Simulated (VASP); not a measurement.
Data:

```yaml
crystal:
  lattice:
    - [0.00000, 2.35355, 2.35355]
    - [2.35355, 0.00000, 2.35355]
    - [2.35355, 2.35355, 0.00000]
  atoms:
    - { symbol: Cd, position: [0.00000, 0.00000, 0.00000] }
    - { symbol: O, position: [0.50000, 0.50000, 0.50000] }
```

All values below come from PBEsol GGA, VASP's PBE PAW potentials (set 64) (plane waves; VASP 6.6.1). Run with 520 eV cut-off, Gaussian smearing of 0.050 eV, potentials Cd O.

Problem. What does the run give for the band gap (along the path) with the smallest direct gap where there is one?

Solution. 
```
Property                                                      Value
-------------------------  ----------------------------------------
band gap (along the path)  none (metal, semimetal or under 0.01 eV)
```

Only differences to runs with the same potentials and settings are physical.

The compound is CdO in the rock salt structure. It was relaxed first.
